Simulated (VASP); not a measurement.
Level of theory: PBEsol GGA, VASP's PBE PAW potentials (set 64) (plane waves; VASP 6.6.1).

VASP ran on this input.

KPOINTS:
```
K-points
0
G
  14 14 14
0 0 0
```

File POSCAR:
```
Tc
1
   -2.3955800000     2.3955800000     1.3070570000
    2.3955800000    -2.3955800000     1.3070570000
    2.3955800000     2.3955800000    -1.3070570000
Tc
2
Direct
  0.7500000000   0.2500000000   0.5000000000
  0.0000000000   0.0000000000   0.0000000000
```

INCAR:
```
# general
SYSTEM =Tc
PREC   =Accurate
ENCUT  =400
LREAL  =.FALSE.   # projection in real space or not
LASPH  =.TRUE.   # aspherical one-centre terms

# electronic loop
EDIFF  =1E-6   # SCF stop (eV)
NELM   =100
ALGO   =Normal   # blocked Davidson
LMAXMIX=4   # l cut-off of mixed one-centre charges

# smearing
ISMEAR =1   # Methfessel-Paxton
SIGMA  =0.1   # width (eV)

# functional
GGA    =PS   # PBEsol

# ions
IBRION =2   # conjugate gradients
NSW    =60
ISIF   =3   # ions, shape and volume
EDIFFG =-0.01

# output
LWAVE  =.FALSE.
LCHARG =.FALSE.
```

POTCAR, in this order: Tc_pv (PBE.64 set). Program: vasp_std.

What VASP printed:

### OSZICAR
```
...
DAV:   6    -0.208036594460E+02   -0.28862E-03   -0.38467E-04  8544   0.166E-01    0.329E-02
DAV:   7    -0.208036602650E+02   -0.81899E-06   -0.11150E-05  9767   0.306E-02    0.264E-02
DAV:   8    -0.208036586152E+02    0.16498E-05   -0.11244E-05  9433   0.299E-02    0.834E-04
DAV:   9    -0.208036587087E+02   -0.93533E-07   -0.96001E-08  4216   0.283E-03
   2 F= -.20803659E+02 E0= -.20803757E+02  d E =-.220766E-01
       N       E                     dE             d eps       ncg     rms          rms(c)
DAV:   1    -0.210061080245E+02   -0.20245E+00   -0.64846E+00  8296   0.248E+01    0.352E+00
DAV:   2    -0.208299234326E+02    0.17618E+00   -0.37047E-01  8676   0.579E+00    0.813E-01
DAV:   3    -0.208132526164E+02    0.16671E-01   -0.72262E-02  9914   0.227E+00    0.583E-01
DAV:   4    -0.208143690568E+02   -0.11164E-02   -0.39306E-03  8513   0.501E-01    0.101E-01
DAV:   5    -0.208142805057E+02    0.88551E-04   -0.67193E-04  9558   0.242E-01    0.326E-02
DAV:   6    -0.208143153029E+02   -0.34797E-04   -0.33742E-05  9538   0.505E-02    0.135E-02
DAV:   7    -0.208143152114E+02    0.91512E-07   -0.32305E-06  7887   0.172E-02
   3 F= -.20814315E+02 E0= -.20814396E+02  d E =-.327331E-01
       N       E                     dE             d eps       ncg     rms          rms(c)
DAV:   1    -0.217459904327E+02   -0.93168E+00   -0.35810E+01  8311   0.552E+01    0.798E+00
DAV:   2    -0.209186501091E+02    0.82734E+00   -0.16390E+00  8749   0.117E+01    0.216E+00
DAV:   3    -0.207986428782E+02    0.12001E+00   -0.43520E-01  8920   0.538E+00    0.118E+00
DAV:   4    -0.208026340169E+02   -0.39911E-02   -0.15108E-02  8761   0.105E+00    0.159E-01
DAV:   5    -0.208028060605E+02   -0.17204E-03   -0.43683E-03  8974   0.574E-01    0.109E-01
DAV:   6    -0.208028246762E+02   -0.18616E-04   -0.19378E-04  8752   0.120E-01    0.285E-02
DAV:   7    -0.208028264372E+02   -0.17610E-05   -0.87062E-06  9743   0.258E-02    0.151E-02
DAV:   8    -0.208028263723E+02    0.64816E-07   -0.73386E-06  8407   0.246E-02
   4 F= -.20802826E+02 E0= -.20802784E+02  d E =0.114888E-01
       N       E                     dE             d eps       ncg     rms          rms(c)
DAV:   1    -0.211645206383E+02   -0.36169E+00   -0.12180E+01  8317   0.335E+01    0.460E+00
DAV:   2    -0.208561827374E+02    0.30834E+00   -0.66190E-01  8664   0.729E+00    0.114E+00
DAV:   3    -0.208260484619E+02    0.30134E-01   -0.12556E-01  9029   0.289E+00    0.609E-01
DAV:   4    -0.208276466075E+02   -0.15981E-02   -0.59699E-03  8605   0.653E-01    0.160E-01
DAV:   5    -0.208275127734E+02    0.13383E-03   -0.79419E-04  9042   0.258E-01    0.335E-02
DAV:   6    -0.208275630525E+02   -0.50279E-04   -0.51483E-05  9606   0.606E-02    0.152E-02
DAV:   7    -0.208275647374E+02   -0.16849E-05   -0.14528E-06  5754   0.112E-02    0.671E-03
DAV:   8    -0.208275645720E+02    0.16542E-06   -0.85950E-07  4202   0.885E-03
   5 F= -.20827565E+02 E0= -.20827602E+02  d E =-.132494E-01
       N       E                     dE             d eps       ncg     rms          rms(c)
DAV:   1    -0.208276451856E+02   -0.80448E-04   -0.28501E-03  8321   0.504E-01    0.703E-02
DAV:   2    -0.208275742230E+02    0.70963E-04   -0.14547E-04  8715   0.110E-01    0.176E-02
DAV:   3    -0.208275668451E+02    0.73779E-05   -0.30721E-05  8969   0.453E-02    0.100E-02
DAV:   4    -0.208275678226E+02   -0.97750E-06   -0.15165E-06  5324   0.103E-02
   6 F= -.20827568E+02 E0= -.20827601E+02  d E =-.132526E-01
       N       E                     dE             d eps       ncg     rms          rms(c)
DAV:   1    -0.208275962864E+02   -0.29441E-04   -0.29145E-03  8318   0.510E-01    0.712E-02
DAV:   2    -0.208275233395E+02    0.72947E-04   -0.14976E-04  8745   0.112E-01    0.178E-02
DAV:   3    -0.208275158685E+02    0.74710E-05   -0.31612E-05  9012   0.460E-02    0.102E-02
DAV:   4    -0.208275169116E+02   -0.10432E-05   -0.16027E-06  5466   0.105E-02    0.250E-03
DAV:   5    -0.208275168514E+02    0.60258E-07   -0.25810E-07  4156   0.515E-03
   7 F= -.20827517E+02 E0= -.20827545E+02  d E =-.132016E-01
       N       E                     dE             d eps       ncg     rms          rms(c)
DAV:   1    -0.208308617148E+02   -0.33448E-02   -0.10800E-01  8298   0.330E+00    0.478E-01
DAV:   2    -0.208278255541E+02    0.30362E-02   -0.67589E-03  8592   0.801E-01    0.101E-01
DAV:   3    -0.208275748935E+02    0.25066E-03   -0.11608E-03  9917   0.291E-01    0.785E-02
DAV:   4    -0.208275998031E+02   -0.24910E-04   -0.68872E-05  8465   0.635E-02    0.150E-02
DAV:   5    -0.208275977629E+02    0.20403E-05   -0.12463E-05  9653   0.334E-02    0.581E-03
DAV:   6    -0.208275983984E+02   -0.63550E-06   -0.38308E-07  4187   0.554E-03
   8 F= -.20827598E+02 E0= -.20827640E+02  d E =-.815470E-04
       N       E                     dE             d eps       ncg     rms          rms(c)
DAV:   1    -0.208278661639E+02   -0.26840E-03   -0.78680E-03  8298   0.893E-01    0.129E-01
DAV:   2    -0.208276429396E+02    0.22322E-03   -0.49715E-04  8602   0.217E-01    0.275E-02
DAV:   3    -0.208276246851E+02    0.18254E-04   -0.84956E-05  9898   0.787E-02    0.211E-02
DAV:   4    -0.208276257065E+02   -0.10215E-05   -0.49509E-06  8376   0.171E-02    0.384E-03
DAV:   5    -0.208276258180E+02   -0.11148E-06   -0.90136E-07  4158   0.934E-03
   9 F= -.20827626E+02 E0= -.20827665E+02  d E =-.108967E-03
       N       E                     dE             d eps       ncg     rms          rms(c)
DAV:   1    -0.208276922207E+02   -0.66514E-04   -0.21102E-03  8299   0.463E-01    0.662E-02
DAV:   2    -0.208276333628E+02    0.58858E-04   -0.13082E-04  8682   0.112E-01    0.141E-02
DAV:   3    -0.208276287354E+02    0.46275E-05   -0.22385E-05  9955   0.404E-02    0.108E-02
DAV:   4    -0.208276289048E+02   -0.16944E-06   -0.12606E-06  4907   0.885E-03
  10 F= -.20827629E+02 E0= -.20827666E+02  d E =-.112053E-03
       N       E                     dE             d eps       ncg     rms          rms(c)
DAV:   1    -0.208276461559E+02   -0.17421E-04   -0.60558E-04  8302   0.247E-01    0.358E-02
DAV:   2    -0.208276287852E+02    0.17371E-04   -0.38801E-05  8729   0.607E-02    0.760E-03
DAV:   3    -0.208276275126E+02    0.12726E-05   -0.65343E-06  9632   0.218E-02    0.598E-03
DAV:   4    -0.208276275064E+02    0.62264E-08   -0.37998E-07  4162   0.482E-03
  11 F= -.20827628E+02 E0= -.20827664E+02  d E =-.110655E-03
       N       E                     dE             d eps       ncg     rms          rms(c)
DAV:   1    -0.208276330576E+02   -0.55450E-05   -0.15336E-04  8300   0.125E-01    0.179E-02
DAV:   2    -0.208276288765E+02    0.41810E-05   -0.94202E-06  8431   0.299E-02    0.383E-03
DAV:   3    -0.208276284526E+02    0.42396E-06   -0.14948E-06  4741   0.109E-02
  12 F= -.20827628E+02 E0= -.20827665E+02  d E =-.111601E-03
       N       E                     dE             d eps       ncg     rms          rms(c)
DAV:   1    -0.208276308326E+02   -0.19560E-05   -0.62668E-05  8299   0.805E-02    0.119E-02
DAV:   2    -0.208276290240E+02    0.18085E-05   -0.41134E-06  7952   0.198E-02    0.245E-03
DAV:   3    -0.208276288482E+02    0.17582E-06   -0.63630E-07  4191   0.717E-03
  13 F= -.20827629E+02 E0= -.20827666E+02  d E =-.111997E-03
       N       E                     dE             d eps       ncg     rms          rms(c)
DAV:   1    -0.208279205672E+02   -0.29154E-03   -0.10535E-02  8315   0.965E-01    0.133E-01
DAV:   2    -0.208276621993E+02    0.25837E-03   -0.52888E-04  8752   0.209E-01    0.338E-02
DAV:   3    -0.208276329626E+02    0.29237E-04   -0.11270E-04  8997   0.865E-02    0.189E-02
DAV:   4    -0.208276330091E+02   -0.46522E-07   -0.59850E-06  8648   0.200E-02
  14 F= -.20827633E+02 E0= -.20827677E+02  d E =-.416095E-05
```

**OUTCAR**
```
------------------------ aborting loop because EDIFF is reached ----------------------------------------
  FORCE on cell =-STRESS in cart. coord.  units (eV):
  Direction    XX          YY          ZZ          XY          YZ          ZX
  --------------------------------------------------------------------------------------
  Total        0.0034892      0.0034892     -0.0054026      0.0000000      0.0000000      0.0000000
  in kB        0.1842975      0.1842975     -0.2853641      0.0000000      0.0000000      0.0000000
  external PRESSURE =       0.0277436 kB  Pullay stress =       0.0000000 kB
  volume of cell :       30.33
      direct lattice vectors                 reciprocal lattice vectors
    -2.448957179  2.448957179  1.264432110     0.000000000  0.204168535  0.395434437
     2.448957179 -2.448957179  1.264432110     0.204168535  0.000000000  0.395434437
     2.448957179  2.448957179 -1.264432110     0.204168535  0.204168535  0.000000000
 POSITION                                       TOTAL-FORCE (eV/Angst)
 -----------------------------------------------------------------------------------
      0.00000      2.44896      0.63222        -0.000000     -0.000000      0.000000
      2.44896     -2.44896      1.26443         0.000000      0.000000     -0.000000
 -----------------------------------------------------------------------------------
    total drift:                                0.000000      0.000000     -0.000000
  FREE ENERGIE OF THE ION-ELECTRON SYSTEM (eV)
  ---------------------------------------------------
  free  energy   TOTEN  =       -20.8276330091 eV

  energy  without entropy=      -20.8277663930  energy(sigma->0) =      -20.82767747

 reached required accuracy - stopping structural energy minimisation
```
(Selected blocks of OUTCAR.)

File CONTCAR:
```
Tc
   1.00000000000000
    -2.4489571790103399    2.4489571790103399    1.2644321101830114
     2.4489571790103399   -2.4489571790103399    1.2644321101830114
     2.4489571790103399    2.4489571790103399   -1.2644321101830114
  Tc
     2
Direct
     0.7500000000000000    0.2500000000000000    0.5000000000000000
     0.0000000000000000    1.0000000000000000    0.0000000000000000
```

The structure was generated: Tc was put into the beta-Sn type (I4_1/amd), which need not be its known phase. This run relaxes it. Symmetry was kept, so distortions that lower it aren't found.
